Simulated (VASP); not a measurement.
An input for Ansatz (written as the equivalent of a VASP run, and not itself run):

Ansatz 0.2 input:
```yaml
crystal:
  lattice:
    - [3.6803640, -1.8800000, 0.0000000]
    - [3.6803640, 1.8800000, 0.0000000]
    - [2.7200240, 0.0000000, 3.1114220]
  atoms:
    - { symbol: As, position: [0.2144820, 0.2286300, 0.2326630] }
    - { symbol: As, position: [0.7855180, 0.7713700, 0.7673370] }
kpoints:
  mp_grid: { grid: [5, 5, 5] }
hamiltonian:
  xc: pbe
  pseudopotentials: { kind: paw }
magnetization: { noncollinear: true, spin_orbit: true }
scf:
  occupations: { method: gaussian, width: 0.2 }
  max_iter: 100
output: { forces: true, stress: true, eigenvalues: true }
```

Task: Write the VASP files for the same calculation (PBE+SOC).

Result: This is not unique; one that fits is 
POSCAR:
```
As
1
    3.6803640000    -1.8800000000     0.0000000000
    3.6803640000     1.8800000000     0.0000000000
    2.7200240000     0.0000000000     3.1114220000
As
2
Direct
  0.2144820000   0.2286300000   0.2326630000
  0.7855180000   0.7713700000   0.7673370000
```

**KPOINTS**
```
Automatic mesh
0
Gamma
5 5 5
0 0 0
```

### INCAR
```
SYSTEM = As
PREC = Accurate
ENCUT = 300
EDIFF = 1E-6
NELM = 100
ALGO = Normal
LREAL = .FALSE.
LASPH = .TRUE.
ISMEAR = 0
SIGMA = 0.2
GGA = PE
LMAXMIX = 4
LWAVE = .FALSE.
LCHARG = .FALSE.
ISIF = 2
LSORBIT = .TRUE.
LNONCOLLINEAR = .TRUE.
MAGMOM = 0.0 0.0 0.0 0.0 0.0 0.0
GGA_COMPAT = .FALSE.
LORBIT = 11
```

POTCAR, in this order: As (PBE.64 set). Program: vasp_ncl.

The two are equivalent in intent, not identical: each code has its own PAW files, so the cut-off isn't converted (ENCUT is set for VASP's; basis.ecutwfc is left out, and Ansatz then takes the one that its files recommend); Ansatz stops its SCF on the density residual and VASP on the energy change (EDIFF).

The structure is a typed As crystal. The cell was not relaxed at this level, atoms are displaced from their ideal sites. The k-mesh is coarse (spacing up to 0.40 per Å, 2π included), so the numbers may not be converged in it. The run is one of a series of settings (GGA_COMPAT = .FALSE., LNONCOLLINEAR = .TRUE., LSORBIT = .TRUE., MAGMOM = 0.0 0.0 0.0 0.0 0.0 0.0, program vasp_ncl against the base run), some of them coarse on purpose.
